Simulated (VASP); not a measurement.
These are PBEsol GGA, VASP's PBE PAW potentials (set 64) (plane waves; VASP 6.6.1) values and carry that method's errors.

Input for VASP

### POSCAR
```
BN
1.0
  0.0000000000   1.7627643218   1.7627643218
  1.7627643218   0.0000000000   1.7627643218
  1.7627643218   1.7627643218   0.0000000000
B N
1 1
Direct
  0.0000000000   0.0000000000   0.0000000000
  0.2500000000   0.2500000000   0.2500000000
```

### INCAR
```
! general
SYSTEM  = BN
PREC    = Accurate
ENCUT   = 620
LREAL   = .FALSE.
LASPH   = .TRUE.

! electronic loop
EDIFF   = 1E-6
NELM    = 100
ALGO    = Normal

! smearing
ISMEAR  = 0
SIGMA   = 0.05

! functional
GGA     = PS

! ions
IBRION  = 2
NSW     = 40
ISIF    = 3
EDIFFG  = -0.02
PSTRESS = 300

! output
LWAVE   = .FALSE.
LCHARG  = .FALSE.
```

File KPOINTS:
```
kpoints
0
gamma
  13 13 13
```

POTCAR, in this order: B N (PBE.64 set). Program: vasp_std.

Output

OUTCAR:
```
 ion  position               nearest neighbor table
   1  0.000  0.000  0.000-   2 1.53   2 1.53   2 1.53   2 1.53
   2  0.250  0.250  0.250-   1 1.53   1 1.53   1 1.53   1 1.53
  LATTYP: Found a face centered cubic cell.
 ALAT       =     3.5255286436
 Subroutine PRICEL returns:
 Original cell was already a primitive cell.
 Subroutine GETGRP returns: Found 24 space group operations
The static configuration has the point symmetry T_d .
The dynamic configuration has the point symmetry T_d .
 Subroutine INISYM returns: Found 24 space group operations
 Subroutine IBZKPT returns following result:
 Found     84 irreducible k-points:

 Following reciprocal coordinates:
            Coordinates               Weight
  0.000000  0.000000  0.000000      1.000000
  0.076923  0.000000  0.000000      8.000000
  0.153846  0.000000  0.000000      8.000000
  0.230769  0.000000  0.000000      8.000000
  0.307692  0.000000  0.000000      8.000000
  0.384615  0.000000  0.000000      8.000000
  0.461538  0.000000  0.000000      8.000000
  0.076923  0.076923  0.000000      6.000000
  0.153846  0.076923  0.000000     24.000000
  0.230769  0.076923  0.000000     24.000000
  0.307692  0.076923  0.000000     24.000000
  0.384615  0.076923  0.000000     24.000000
  0.461538  0.076923  0.000000     24.000000
 -0.461538  0.076923  0.000000     24.000000
 -0.384615  0.076923  0.000000     24.000000
 -0.307692  0.076923  0.000000     24.000000
 -0.230769  0.076923  0.000000     24.000000
 -0.153846  0.076923  0.000000     24.000000
 -0.076923  0.076923  0.000000     12.000000
  0.153846  0.153846  0.000000      6.000000
  0.230769  0.153846  0.000000     24.000000
  0.307692  0.153846  0.000000     24.000000
  0.384615  0.153846  0.000000     24.000000
  0.461538  0.153846  0.000000     24.000000
...
```

OSZICAR:
```
       N       E                     dE             d eps       ncg     rms          rms(c)
DAV:   1     0.145136972606E+02    0.14514E+02   -0.58448E+03  1392   0.115E+03
DAV:   2    -0.190570416639E+02   -0.33571E+02   -0.32464E+02  1816   0.218E+02
DAV:   3    -0.193544632729E+02   -0.29742E+00   -0.29742E+00  1608   0.227E+01
DAV:   4    -0.193547306487E+02   -0.26738E-03   -0.26738E-03  1896   0.620E-01
DAV:   5    -0.193547307409E+02   -0.92121E-07   -0.92121E-07  1568   0.851E-03    0.699E+00
DAV:   6    -0.184140908511E+02    0.94064E+00   -0.31165E+00  1800   0.141E+01    0.352E+00
DAV:   7    -0.183030437107E+02    0.11105E+00   -0.14009E-01  1784   0.351E+00    0.195E+00
DAV:   8    -0.182805200797E+02    0.22524E-01   -0.45404E-02  1520   0.182E+00    0.218E-01
DAV:   9    -0.182805450572E+02   -0.24977E-04   -0.37822E-04  1360   0.247E-01    0.821E-02
DAV:  10    -0.182805575882E+02   -0.12531E-04   -0.67915E-05  1920   0.908E-02    0.139E-02
DAV:  11    -0.182805589289E+02   -0.13407E-05   -0.19011E-06  1408   0.142E-02    0.469E-03
DAV:  12    -0.182805590000E+02   -0.71068E-07   -0.42335E-07   672   0.599E-03
   1 F= -.16229286E+02 E0= -.16229286E+02  d E =-.162293E+02
```

### OUTCAR
```
------------------------ aborting loop because EDIFF is reached ----------------------------------------
  FORCE on cell =-STRESS in cart. coord.  units (eV):
  Direction    XX          YY          ZZ          XY          YZ          ZX
  --------------------------------------------------------------------------------------
  Total        2.0475367      2.0475367      2.0475367     -0.0000000      0.0000000      0.0000000
  in kB      299.4535979    299.4535979    299.4535979     -0.0000000      0.0000000      0.0000000
  external PRESSURE =      -0.5464021 kB  Pullay stress =     300.0000000 kB
  volume of cell :       10.96
      direct lattice vectors                 reciprocal lattice vectors
     0.000000000  1.762764322  1.762764322    -0.283645405  0.283645405  0.283645405
     1.762764322  0.000000000  1.762764322     0.283645405 -0.283645405  0.283645405
     1.762764322  1.762764322  0.000000000     0.283645405  0.283645405 -0.283645405
  FREE ENERGIE OF THE ION-ELECTRON SYSTEM (eV)
  ---------------------------------------------------
  free  energy   TOTEN  =       -18.2805590000 eV

  energy  without entropy=      -18.2805590000  energy(sigma->0) =      -18.28055900
  enthalpy is  TOTEN    =       -16.2292861895 eV   P V=        2.0512728105

 reached required accuracy - stopping structural energy minimisation
```
(Selected blocks of OUTCAR.)

The structure was generated: BN was put into the zinc blende type (F-43m), which need not be its known phase. It was relaxed first under an external pressure of 30 GPa.
